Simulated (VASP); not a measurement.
These are PBE GGA with D3 dispersion (zero damping), VASP's PBE PAW potentials (set 64) (plane waves; VASP 6.6.1) values and carry that method's errors.

A VASP calculation is set up with these files.

### POSCAR
```
SiC
3.1178630
  0.0000000000   0.7071066693   0.7071066693
  0.7071066693   0.0000000000   0.7071066693
  0.7071066693   0.7071066693   0.0000000000
Si C
1 1
Cartesian
  0.0000000000   0.0000000000   0.0000000000
  0.3535533347   0.3535533347   0.3535533347
```

**INCAR**
```
LASPH=.True.   # aspherical one-centre terms
LREAL=.False.   # projection in real space or not
EDIFF=1E-7
LCHARG=.False.
GGA=PE   # PBE
ALGO=Normal   # blocked Davidson
ENCUT=520
IVDW=11
ISIF=2
ISMEAR=0
LWAVE=.False.
SYSTEM=SiC
NELM=100   # most electronic steps
SIGMA=0.05   # width (eV)
PREC=Accurate
```

File KPOINTS:
```
Automatic mesh
0
Gamma
10 10 10
0 0 0
```

POTCAR, in this order: Si C (PBE.64 set). Program: vasp_std.

The resulting files:

File OSZICAR:
```
       N       E                     dE             d eps       ncg     rms          rms(c)
DAV:   1     0.590502520365E+01    0.59050E+01   -0.41119E+03   768   0.835E+02
DAV:   2    -0.164442845857E+02   -0.22349E+02   -0.21288E+02  1152   0.110E+02
DAV:   3    -0.168134556972E+02   -0.36917E+00   -0.36917E+00   872   0.176E+01
DAV:   4    -0.168146090688E+02   -0.11534E-02   -0.11534E-02  1160   0.108E+00
DAV:   5    -0.168146095073E+02   -0.43847E-06   -0.43847E-06   872   0.172E-02    0.846E+00
DAV:   6    -0.151056769358E+02    0.17089E+01   -0.75402E+00   808   0.154E+01    0.370E+00
DAV:   7    -0.150622644835E+02    0.43412E-01   -0.29888E-01  1168   0.394E+00    0.171E+00
DAV:   8    -0.150548067457E+02    0.74577E-02   -0.18238E-02   768   0.124E+00    0.166E-01
DAV:   9    -0.150550962293E+02   -0.28948E-03   -0.86439E-04  1208   0.248E-01    0.104E-01
DAV:  10    -0.150552125240E+02   -0.11629E-03   -0.23151E-04  1032   0.118E-01    0.223E-02
DAV:  11    -0.150552130983E+02   -0.57430E-06   -0.50744E-05   960   0.428E-02    0.589E-03
DAV:  12    -0.150552132185E+02   -0.12019E-06   -0.19978E-06   936   0.108E-02    0.140E-03
DAV:  13    -0.150552133177E+02   -0.99158E-07   -0.16121E-07   760   0.349E-03
   1 F= -.15337253E+02 E0= -.15337253E+02  d E =-.483177E-11
```

OUTCAR:
```
------------------------ aborting loop because EDIFF is reached ----------------------------------------
 Edisp (eV)   -0.28204
  FORCE on cell =-STRESS in cart. coord.  units (eV):
  Direction    XX          YY          ZZ          XY          YZ          ZX
  --------------------------------------------------------------------------------------
  Total      -0.81137    -0.81137    -0.81137    -0.00000     0.00000    -0.00000
  in kB     -60.65593   -60.65593   -60.65593    -0.00000     0.00000    -0.00000
  external pressure =      -60.66 kB  Pullay stress =        0.00 kB
  volume of cell :       21.43
      direct lattice vectors                 reciprocal lattice vectors
     0.000000000  2.204661721  2.204661721    -0.226792163  0.226792163  0.226792163
     2.204661721  0.000000000  2.204661721     0.226792163 -0.226792163  0.226792163
     2.204661721  2.204661721  0.000000000     0.226792163  0.226792163 -0.226792163
  FREE ENERGIE OF THE ION-ELECTRON SYSTEM (eV)
  ---------------------------------------------------
  free  energy   TOTEN  =       -15.3372534605 eV

  energy  without entropy=      -15.3372534605  energy(sigma->0) =      -15.33725346
```
(Selected blocks of OUTCAR.)

OUTCAR:
```
 val. band max:        7.7175939647   @ k =   0.0000   0.0000   0.0000

 cond. band min:       9.1062705648   @ k =   0.5000   0.5000   0.0000


 Fermi energy:         7.9217905933

 k-point     1 :       0.0000    0.0000    0.0000
  band No.  band energies     occupation
      1      -7.4127      2.00000
      2       7.7176      2.00000
      3       7.7176      2.00000
      4       7.7176      2.00000
      5      13.5411      0.00000
      6      14.7852      0.00000
      7      14.7852      0.00000
      8      14.7852      0.00000

 k-point     2 :       0.1000    0.0000    0.0000
  band No.  band energies     occupation
      1      -7.2228      2.00000
      2       6.7129      2.00000
      3       7.5848      2.00000
      4       7.5848      2.00000
      5      13.8504      0.00000
      6      15.0168      0.00000
      7      15.0234      0.00000
      8      15.0234      0.00000

 k-point     3 :       0.2000    0.0000    0.0000
  band No.  band energies     occupation
      1      -6.6617      2.00000
      2       4.6263      2.00000
      3       7.2805      2.00000
      4       7.2805      2.00000
      5      13.6093      0.00000
      6      15.3897      0.00000
      7      15.3897      0.00000
      8      16.1781      0.00000

 k-point     4 :       0.3000    0.0000    0.0000
  band No.  band energies     occupation
      1      -5.7660      2.00000
      2       2.3658      2.00000
      3       6.9671      2.00000
      4       6.9671      2.00000
      5      13.2030      0.00000
      6      15.2974      0.00000
      7      15.2974      0.00000
      8      17.1935      0.00000

 k-point     5 :       0.4000    0.0000    0.0000
  band No.  band energies     occupation
      1      -4.6651      2.00000
      2       0.3715      2.00000
      3       6.7501      2.00000
      4       6.7501      2.00000
      5      12.9291      0.00000
      6      14.9584      0.00000
      7      14.9584      0.00000
...
```

The compound is SiC in the zinc blende structure. This cell is one point of a volume scan, at 1.03 of the reference volume.
